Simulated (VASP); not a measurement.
# CsCaH3 (P4/mmm) in VASP: notebook

The runs below take CsCaH3 through single point, with LDA.

Program: VASP 6.6.1. These are calculated values, not measurements. Logs are shortened: lines on timing, memory, paths and dates and some standing lists are left out, and cuts for length are marked.

## Step 1: The structure

Symmetry: P4/mmm, No. 123, tetragonal system. The conventional cell has a = 4.117 Å, b = 4.117 Å, c = 5.822 Å, α = 90.00°, β = 90.00°, γ = 90.00°. Cs (site symmetry 4/mmm) is surrounded by 4 H at 2.91 Å. Around Ca (site symmetry 4/mmm) lie 4 H at 2.06 Å. Around H (site symmetry mmm) lie 2 Ca at 2.06 Å. H (site symmetry 4/mmm) is surrounded by 2 Ca at 2.91 Å and 4 Cs at 2.91 Å.

The cell comes from a database or a generator and needn't be the stable form of this composition.

## Step 2: Single point, LDA

INCAR

```
  PREC = Accurate
  ENCUT = 520
  EDIFF = 1E-6
  ISMEAR = 0
  SIGMA = 0.05
  LREAL = False
  LASPH = True
  NELM = 100
  ALGO = Fast
  ISIF = 2
  LWAVE = False
  LCHARG = False
  GGA = CA
  NBANDS = 19
```

KPOINTS

```
regular mesh
0
Gamma
  6 6 6
```

POSCAR

```
CsCaH3
1.0
    4.1172159430      0.0000000000      0.0000000000
    0.0000000000      4.1172159430      0.0000000000
    0.0000000000      0.0000000000      5.8217433434
Cs Ca H
1 1 3
Direct
    0.0000000000      0.0000000000      0.0000000000
    0.5000000000      0.5000000000      0.5000000000
    0.5000000000      0.0000000000      0.5000000000
    0.0000000000      0.5000000000      0.5000000000
    0.5000000000      0.5000000000      0.0000000000
```

Potentials or basis: VASP PAW LDA potentials, release 64 (Cs_sv, Ca_sv, H).

Command:

```bash
cat potpaw_LDA.64/Cs_sv/POTCAR potpaw_LDA.64/Ca_sv/POTCAR potpaw_LDA.64/H/POTCAR > POTCAR
mpirun -np 1 vasp_std > vasp.out
```

OUTCAR:

```text
PREC = Accurate
   ENCUT = 520
   EDIFF = 1E-6
   ISMEAR = 0
   LREAL = False
   LASPH = True
   NELM = 100
   ISIF = 2
   GGA = CA

 ion  position               nearest neighbor table
   1  0.000  0.000  0.000-
   2  0.500  0.500  0.500-
   3  0.500  0.000  0.500-
   4  0.000  0.500  0.500-
   5  0.500  0.500  0.000-

  LATTYP: Found a simple tetragonal cell.
 ALAT       =     4.1172159430
 C/A-ratio  =     1.4140000000

  Lattice vectors:

 A1 = (   4.1172159430,   0.0000000000,   0.0000000000)
 A2 = (   0.0000000000,   4.1172159430,   0.0000000000)
 A3 = (   0.0000000000,   0.0000000000,   5.8217433434)

Analysis of symmetry for initial positions (statically):
=====================================================================
 Subroutine PRICEL returns:
 Original cell was already a primitive cell.

 Routine SETGRP: Setting up the symmetry group for a
 simple tetragonal supercell.

 Subroutine GETGRP returns: Found 16 space group operations
 (whereof 16 operations were pure point group operations)
 out of a pool of 16 trial point group operations.

The static configuration has the point symmetry D_4h.

Analysis of symmetry for dynamics (positions and initial velocities):
=====================================================================
 Subroutine PRICEL returns:
 Original cell was already a primitive cell.

 Routine SETGRP: Setting up the symmetry group for a
 simple tetragonal supercell.

 Subroutine GETGRP returns: Found 16 space group operations
 (whereof 16 operations were pure point group operations)
 out of a pool of 16 trial point group operations.

The dynamic configuration has the point symmetry D_4h.

 Subroutine INISYM returns: Found 16 space group operations
 (whereof 16 operations are pure point group operations),
 and found     1 'primitive' translations

----------------------------------------------------------------------------------------

                                     Primitive cell

  volume of cell :      98.6871

  direct lattice vectors                    reciprocal lattice vectors
     4.117215943  0.000000000  0.000000000     0.242882573  0.000000000  0.000000000
     0.000000000  4.117215943  0.000000000     0.000000000  0.242882573  0.000000000
     0.000000000  0.000000000  5.821743343     0.000000000  0.000000000  0.171769853

  length of vectors
     4.117215943  4.117215943  5.821743343     0.242882573  0.242882573  0.171769853

  position of ions in fractional coordinates (direct lattice)
     0.000000000  0.000000000  0.000000000
     0.500000000  0.500000000  0.500000000
     0.500000000  0.000000000  0.500000000
     0.000000000  0.500000000  0.500000000
     0.500000000  0.500000000  0.000000000

  ion indices of the primitive-cell ions
   primitive index   ion index
                 1           1
                 2           2
                 3           3
                 4           4
                 5           5

----------------------------------------------------------------------------------------

 KPOINTS: regular mesh

Automatic generation of k-mesh.
 Grid dimensions read from file:
 generate k-points for:    6    6    6

 Generating k-lattice:

  Cartesian coordinates                     Fractional coordinates (reciprocal lattice)
     0.040480429  0.000000000  0.000000000     0.166666667  0.000000000  0.000000000
     0.000000000  0.040480429  0.000000000     0.000000000  0.166666667  0.000000000
     0.000000000  0.000000000  0.028628309     0.000000000  0.000000000  0.166666667

  Length of vectors
     0.040480429  0.040480429  0.028628309

  Shift w.r.t. Gamma in fractional coordinates (k-lattice)
     0.000000000  0.000000000  0.000000000

 Subroutine IBZKPT returns following result:
 ===========================================

 Found     40 irreducible k-points:

 Following reciprocal coordinates:
            Coordinates               Weight
  0.000000  0.000000  0.000000      1.000000
  0.166667  0.000000  0.000000      4.000000
  0.333333  0.000000  0.000000      4.000000
  0.500000  0.000000  0.000000      2.000000
  0.166667  0.166667  0.000000      4.000000
  0.333333  0.166667  0.000000      8.000000
[... 16 lines left out ...]
  0.333333  0.000000  0.333333      8.000000
  0.500000  0.000000  0.333333      4.000000
 [... further k-points ...]
   k-points           NKPTS =     40   k-points in BZ     NKDIM =     40   number of bands    NBANDS=     19
   number of dos      NEDOS =    301   number of ions     NIONS =      5
   total plane-waves  NPLWV =  49152
   dimension x,y,z NGX =    32 NGY =   32 NGZ =   48
   dimension x,y,z NGXF=    64 NGYF=   64 NGZF=   96
   ions per type =               1   1   3
   NGX,Y,Z   is equivalent  to a cutoff of  12.92, 12.92, 13.71 a.u.
   NGXF,Y,Z  is equivalent  to a cutoff of  25.84, 25.84, 27.41 a.u.
 SYSTEM =  unknown system
   PREC   = accura    normal or accurate (medium, high low for compatibility)
   ISTART =      0    job   : 0-new  1-cont  2-samecut
   ICHARG =      2    charge: 1-file 2-atom 10-const
   ISPIN  =      1    spin polarized calculation?
   LNONCOLLINEAR =      F non collinear calculations
   LSORBIT =      F    spin-orbit coupling
   LASPH  =      T    aspherical Exc in radial PAW
   ENCUT  =  520.0 eV  38.22 Ry    6.18 a.u.   7.66  7.66 10.82*2*pi/ulx,y,z
   NELM   =    100;   NELMIN=  2; NELMDL= -5     # of ELM steps
   EDIFF  = 0.1E-05   stopping-criterion for ELM
   LREAL  =      F    real-space projection
   EDIFFG = 0.1E-04   stopping-criterion for IOM
   NSW    =      0    number of steps for IOM
   IBRION =     -1    ionic relax: 0-MD 1-quasi-New 2-CG
   NFREE  =      0    steps in history (QN), initial steepest desc. (CG)
   ISIF   =      2    stress and relaxation
   ISYM   =      2    0-nonsym 1-usesym 2-fastsym
   POTIM  = 0.5000    time-step for ionic-motion
   TEBEG  =    0.0;   TEEND  =   0.0 temperature during run
   PSTRESS=    0.0 pullay stress
   NELECT =      22.0000    total number of electrons
   NUPDOWN=      -1.0000    fix difference up-down
   EMIN   =  10.00;   EMAX   =-10.00  energy-range for DOS
   EFERMI =   0.00;   METHOD = LEGACY
   ISMEAR =     0;   SIGMA  =   0.05  broadening in eV -4-tet -1-fermi 0-gaus
   EFERMI_NEDOS =   21; number of points for ismear=-14 and -15
   IALGO  =     68    algorithm
   IMIX   =      4    mixing-type and parameters
     AMIX     =   0.40;   BMIX     =  1.00
     AMIX_MAG =   1.60;   BMIX_MAG =  1.00
  volume/ion in A,a.u.               =      19.74       133.19
  Fermi-wavevector in a.u.,A,eV,Ry     =   0.992649  1.875834 13.406522  0.985352
  Thomas-Fermi vector in A             =   2.124475
   LORBIT       =      0    0 simple, 1 ext, 2 COOP (PROOUT), +10 PAW based schemes
   GGA     = CA    functional components
   LHFCALC =     F    Hartree Fock is set to
   AEXX    =    0.0000 exact exchange contribution
   IVDW    =     0    specifies the selected vdW correction
   LEPSILON=     F    determine dielectric tensor
   LRPA    =     F    only Hartree local field effects (RPA)
 non-spin polarized calculation
 RMM-DIIS sequential band-by-band and
 Gauss-broadening in eV      SIGMA  =   0.05
  energy-cutoff  :      520.00
  volume of cell :       98.69
 maximum number of plane-waves:      2701
 NGX is ok and might be reduce to    32

 number of electron      22.0000007 magnetization

 Free energy of the ion-electron system (eV)
  ---------------------------------------------------
  ext. energy  EPLUGINS =         0.00000000
  ---------------------------------------------------
  free energy    TOTEN  =       -15.09635217 eV

  energy without entropy =      -15.09635217  energy(sigma->0) =      -15.09635217

 E-fermi :   0.5536     XC(G=0):  -8.3315

 val. band max:        0.2198204870   @ k =   0.5000   0.0000   0.5000
 cond. band min:       2.2000938359   @ k =   0.5000   0.5000   0.0000
 fundamental gap:      1.9802733490
 Fermi energy:         0.5535892021

 k-point     1 :       0.0000    0.0000    0.0000
  band No.  band energies     occupation
      1     -38.8152      2.00000
      2     -20.7300      2.00000
      3     -20.2759      2.00000
      4     -20.0704      2.00000
      5     -20.0704      2.00000
      6      -7.7069      2.00000
[... 11 lines left out ...]
     18       8.1757      0.00000
     19       8.1759      0.00000

 k-point     2 :       0.1667    0.0000    0.0000
  band No.  band energies     occupation
      1     -38.8141      2.00000
      2     -20.7119      2.00000
      3     -20.2745      2.00000
      4     -20.0929      2.00000
      5     -20.0692      2.00000
      6      -7.6770      2.00000
[... 11 lines left out ...]
     18       7.0185      0.00000
     19       7.3834      0.00000

 k-point     3 :       0.3333    0.0000    0.0000
  band No.  band energies     occupation
      1     -38.8120      2.00000
      2     -20.6760      2.00000
      3     -20.2717      2.00000
      4     -20.1368      2.00000
      5     -20.0669      2.00000
      6      -8.0113      2.00000
[... 11 lines left out ...]
     18       6.3404      0.00000
     19       6.3925      0.00000

 k-point     4 :       0.5000    0.0000    0.0000
  band No.  band energies     occupation
      1     -38.8110      2.00000
      2     -20.6582      2.00000
      3     -20.2703      2.00000
      4     -20.1580      2.00000
      5     -20.0658      2.00000
      6      -8.2444      2.00000
[... 407 lines left out ...]
     18       6.7041      0.00000
     19       7.0425      0.00000

 k-point    23 :       0.3333    0.0000    0.3333
  band No.  band energies     occupation
      1     -38.8120      2.00000
      2     -20.6746      2.00000
      3     -20.2693      2.00000
      4     -20.1411      2.00000
      5     -20.0669      2.00000
      6      -7.9857      2.00000
[... 11 lines left out ...]
     18       6.8049      0.00000
     19       7.1174      0.00000

 k-point    24 :       0.5000    0.0000    0.3333
  band No.  band energies     occupation
      1     -38.8110      2.00000
      2     -20.6520      2.00000
      3     -20.2715      2.00000
      4     -20.1642      2.00000
      5     -20.0658      2.00000
      6      -8.2141      2.00000
[... 11 lines left out ...]
     18       6.7480      0.00000
     19       7.1730      0.00000

 [... further k-points ...]

------------------------ aborting loop because EDIFF is reached ----------------------------------------

  FORCE on cell =-STRESS in cart. coord.  units (eV):
  Direction    XX          YY          ZZ          XY          YZ          ZX
  --------------------------------------------------------------------------------------
  -------------------------------------------------------------------------------------
  Total        2.8963150      2.8963150     -3.6598753      0.0000000     -0.0000000      0.0000000
  in kB       47.0214505     47.0214505    -59.4177937      0.0000000     -0.0000000      0.0000000
  external PRESSURE =      11.5417024 kB  Pullay stress =       0.0000000 kB

 VOLUME and BASIS-vectors are now :
 -----------------------------------------------------------------------------
  energy-cutoff  :      520.00
  volume of cell :       98.69
      direct lattice vectors                 reciprocal lattice vectors
     4.117215943  0.000000000  0.000000000     0.242882573  0.000000000  0.000000000
     0.000000000  4.117215943  0.000000000     0.000000000  0.242882573  0.000000000
     0.000000000  0.000000000  5.821743343     0.000000000  0.000000000  0.171769853

 POSITION                                       TOTAL-FORCE (eV/Angst)
 -----------------------------------------------------------------------------------
      0.00000      0.00000      0.00000         0.000000      0.000000      0.000000
      2.05861      2.05861      2.91087         0.000000      0.000000      0.000000
      2.05861      0.00000      2.91087         0.000000      0.000000      0.000000
      0.00000      2.05861      2.91087         0.000000      0.000000      0.000000
      2.05861      2.05861      0.00000         0.000000      0.000000      0.000000
 -----------------------------------------------------------------------------------
    total drift:                                0.000000      0.000000     -0.000000

  FREE ENERGIE OF THE ION-ELECTRON SYSTEM (eV)
  ---------------------------------------------------
  free  energy   TOTEN  =       -15.0963521732 eV

  energy  without entropy=      -15.0963521732  energy(sigma->0) =      -15.09635217
```

Wall time 76 s (1 thread of Intel Xeon Platinum 8559C (Emerald Rapids), shared host); peak memory 0.23 GiB.

What came out:

```yaml
Free_energy: -15.0964 eV
Pressure: 1.2 GPa
Band_gap_on_the_k_mesh: 1.98 eV, indirect (least direct gap 2.21 eV)
```

Levels at points of the mesh, in eV from the valence-band top:
```csv
k point,band 9,band 10,band 11,band 12,band 13,band 14
"(0.00, 0.00, 0.00)",-3.67,-1.52,-1.46,4.32,4.33,4.69
"(0.50, 0.00, 0.00)",-2.18,-1.37,-0.20,2.92,3.79,3.86
"(0.50, 0.50, 0.00)",-1.76,-0.62,-0.62,1.98,2.67,2.67
"(0.00, 0.00, 0.50)",-2.96,-1.71,-1.42,3.79,3.89,4.21
"(0.50, 0.00, 0.50)",-2.44,-0.91,0.00,2.21,3.01,4.38
"(0.50, 0.50, 0.50)",-1.50,-0.91,-0.91,2.85,3.85,3.85
```

Caveat: spin-orbit coupling is left out, which moves the levels of the heavy elements. A k mesh can miss the band edges.

## Step 3: Single point, LDA

This run uses another cell than the first one, of the same volume but with other edges.

INCAR

```
SYSTEM = CsCaH3
  ALGO = Normal
  EDIFF = 1E-6
  ENCUT = 520
  GGA = CA
  ISIF = 2
  ISMEAR = 0
  LASPH = .True.
  LCHARG = .True.
  LELF = .True.
  LREAL = .False.
  LVHAR = .True.
  LWAVE = .False.
  NBANDS = 19
  NELM = 100
  PREC = Accurate
  SIGMA = 0.05
```

KPOINTS

```
k-points
0
Gamma
  6 6 6
  0 0 0
```

Changes to POSCAR since step 2:

```diff
@@ -2,5 +2,5 @@
 1.0
-    4.1172159430      0.0000000000      0.0000000000
-    0.0000000000      4.1172159430      0.0000000000
-    0.0000000000      0.0000000000      5.8217433434
+    5.3347695475      0.0000000000      0.0000000000
+    0.0000000000      5.3347695475      0.0000000000
+    0.0000000000      0.0000000000      3.4676002059
 Cs Ca H
```

Potentials or basis: VASP PAW LDA potentials, release 64 (Cs_sv, Ca_sv, H).

Command:

```bash
cat potpaw_LDA.64/Cs_sv/POTCAR potpaw_LDA.64/Ca_sv/POTCAR potpaw_LDA.64/H/POTCAR > POTCAR
mpirun -np 1 vasp_std > vasp.out
```

It took 63 s on 1 thread of Intel Xeon Platinum 8559C (Emerald Rapids), shared host; peak memory 0.22 GiB.

It converged, with:

| Item | Value |
| --- | --- |
| Free energy | -13.9231 eV |
| Pressure | 3.7 GPa |
| Band gap on the k mesh | 2.20 eV, direct |

Stress tensor (GPa, compression positive):
```
-5.55  0.00  0.00
 0.00 -5.55  0.00
 0.00  0.00 22.27
```

Levels at points of the mesh, in eV from the valence-band top:
```csv
k point,band 7,band 8,band 9,band 10,band 11,band 12,band 13,band 14,band 15,band 16
"(0.00, 0.00, 0.00)",-7.99,-6.66,-3.79,-1.69,-1.44,3.61,4.14,4.96,4.96,6.02
"(0.50, 0.00, 0.00)",-7.99,-6.65,-3.29,-1.66,-0.83,3.41,3.84,3.99,4.47,5.42
"(0.50, 0.50, 0.00)",-8.18,-6.65,-3.37,-0.61,-0.61,2.33,2.62,4.65,4.75,5.83
"(0.00, 0.00, 0.50)",-7.55,-7.55,-0.84,-0.34,-0.29,3.45,3.45,3.50,3.50,4.66
"(0.50, 0.00, 0.50)",-7.64,-7.53,-1.30,-0.13,0.00,2.20,2.99,3.02,4.53,6.58
"(0.50, 0.50, 0.50)",-7.64,-7.64,-0.86,-0.86,-0.13,3.06,3.06,4.06,4.66,5.23
```

Caveat: spin-orbit coupling is left out, which moves the levels of the heavy elements. A k mesh can miss the band edges.

## Step 4: Single point, LDA

This run uses another cell than the first one, of the same volume but with other edges.

INCAR

```
PREC = Accurate
ENCUT = 520
EDIFF = 1E-7
ISMEAR = 0
SIGMA = 0.05
LREAL = False
LASPH = True
NELM = 100
ALGO = Normal
ISIF = 2
LWAVE = False
LCHARG = False
NBANDS = 19
```

KPOINTS

```
Automatic mesh
0
Gamma
  6 6 6
```

Changes to POSCAR since step 3:

```diff
@@ -2,5 +2,5 @@
 1.0
-    5.3347695475      0.0000000000      0.0000000000
-    0.0000000000      5.3347695475      0.0000000000
-    0.0000000000      0.0000000000      3.4676002059
+    4.8784344482      0.0000000000      0.0000000000
+    0.0000000000      4.8784344482      0.0000000000
+    0.0000000000      0.0000000000      4.1466692810
 Cs Ca H
```

Command:

```bash
cat potpaw_LDA.64/Cs_sv/POTCAR potpaw_LDA.64/Ca_sv/POTCAR potpaw_LDA.64/H/POTCAR > POTCAR
mpirun -np 1 vasp_std > vasp.out
```

It took 47 s on 1 thread of Intel Xeon Platinum 8559C (Emerald Rapids), shared host; peak memory 0.21 GiB.

Results (log left out):

```yaml
Free_energy: -15.6696 eV
Pressure: -1.5 GPa
Band_gap_on_the_k_mesh: 2.62 eV, direct
```

Stress tensor (GPa, compression positive):
```
-3.84  0.00  0.00
 0.00 -3.84  0.00
 0.00  0.00  3.07
```

Levels at points of the mesh, in eV from the valence-band top:
| k point | band 7 | band 8 | band 9 | band 10 | band 11 | band 12 | band 13 | band 14 | band 15 | band 16 |
| --- | --- | --- | --- | --- | --- | --- | --- | --- | --- | --- |
| (0.00, 0.00, 0.00) | -7.12 | -6.82 | -3.00 | -0.86 | -0.86 | 4.76 | 5.37 | 5.56 | 5.56 | 6.39 |
| (0.50, 0.00, 0.00) | -7.11 | -6.80 | -1.80 | -1.09 | -0.46 | 4.42 | 4.72 | 5.00 | 5.11 | 5.45 |
| (0.50, 0.50, 0.00) | -7.42 | -6.77 | -2.03 | -0.09 | -0.09 | 2.77 | 4.08 | 4.83 | 4.83 | 5.48 |
| (0.00, 0.00, 0.50) | -7.02 | -7.02 | -0.98 | -0.82 | -0.35 | 4.65 | 4.65 | 4.68 | 4.69 | 4.69 |
| (0.50, 0.00, 0.50) | -7.27 | -6.98 | -1.43 | -0.21 | 0.00 | 2.62 | 3.80 | 3.80 | 5.02 | 6.14 |
| (0.50, 0.50, 0.50) | -7.23 | -7.23 | -0.74 | -0.74 | -0.57 | 4.05 | 4.05 | 4.58 | 4.69 | 5.60 |

Caveat: spin-orbit coupling is left out, which moves the levels of the heavy elements. A k mesh can miss the band edges.
